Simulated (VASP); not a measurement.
Crystal: WSe2.

```
W Se
1.0
     3.29525    0.00000    0.00000
    -1.64762    2.85377    0.00000
     0.00000    0.00000   13.30772
W Se
2 4
Direct
  0.33333 0.66667 0.25000
  0.66667 0.33333 0.75000
  0.33333 0.66667 0.62317
  0.66667 0.33333 0.12317
  0.33333 0.66667 0.87683
  0.66667 0.33333 0.37683
```

The cell isn't the ideal one: a relaxed cell with its volume scaled by 1.02.

| Quantity | Value |
| --- | --- |
| Program | VASP 6.6.1 |
| Task | relaxation of shape and atoms at fixed volume |
| Functional | PBEsol |
| Potentials or basis | VASP PAW PBE potentials, release 64 (W_sv, Se) |
| Cutoff | 600 eV |
| k mesh | 9 × 9 × 2 |
| Occupations | gaussian, width 0.03 eV |
| Spin | no spin polarisation |

At the start: pressure -2.7 GPa; volume 20.86 Å³/atom.

Task: How do energy, volume and symmetry change on relaxing?

Result: Over 5 steps the energy falls by 3.0 meV/atom; space group P6_3/mmc (No. 194, to 0.05 Å).

Step by step:
```
step  energy change (eV)  largest force (eV/Å)  pressure (GPa)
   1              0.0000                0.3278           -2.68
   2             -0.0105                0.0232           -1.30
   3             -0.0105                0.0306           -1.33
   4             -0.0154                0.0158           -0.92
   5             -0.0180                0.0053           -0.33
```

Final structure:
```
CELL_PARAMETERS angstrom
3.27788 0.00000 0.00000
-1.63894 2.83873 0.00000
0.00000 0.00000 13.44914
ATOMIC_POSITIONS crystal
W 0.33333 0.66667 0.25000
W 0.66667 0.33333 0.75000
Se 0.33333 0.66667 0.62543
Se 0.66667 0.33333 0.12543
Se 0.33333 0.66667 0.87457
Se 0.66667 0.33333 0.37457
```

Caveat: the PAW data sets were made with another functional, which shifts forces and pressure a little; this functional lacks dispersion, which binds the layers, so the pressure and a relaxed spacing across them are unreliable.
